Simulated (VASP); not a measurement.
```yaml
crystal:
  lattice:
    - [0.00000, 3.67842, 3.67842]
    - [3.67842, 0.00000, 3.67842]
    - [3.67842, 3.67842, 0.00000]
  atoms:
    - { symbol: Br, position: [0.25000, 0.25000, 0.25000] }
    - { symbol: K, position: [0.00000, 0.00000, 0.00000] }
```

The base run (VASP): PBE GGA, plane waves, VASP's PBE PAW potentials (set 64). Settings: 400 eV cut-off, 6×6×6 Γ-centred mesh, Gaussian smearing of 0.050 eV, potentials Br K_sv.

One setting is varied; ΔE counts from the base run. The base run took about 20 core-seconds. Times come from single runs on busy shared machines, so they are rough: good to a factor of about 2.

Pressures at a finite cut-off, here 400 eV, hold a Pulay part, which wasn't tested here.

```tsv
setting	cost over the base run	electronic steps	ΔE (meV/atom)	pressure (GPa)
PREC = Low	about 1/2	13	-0.5	0.35
PREC = Single	within a factor of 2	13	-0.1	0.35
LASPH = .FALSE.	within a factor of 2	13	0.0	0.35
PREC = Normal	within a factor of 2	13	0.0	0.35
base run	reference	13	0.0	0.35
LREAL = Auto	within a factor of 2	13	-0.4	0.35
ADDGRID = .TRUE.	within a factor of 2	13	0.0	0.35
```

Left out are runs that failed, have no time on record or changed the cell.

The structure was generated: KBr was put into the zincblende type (F-43m), which need not be its known phase. The cell was not relaxed at this level.
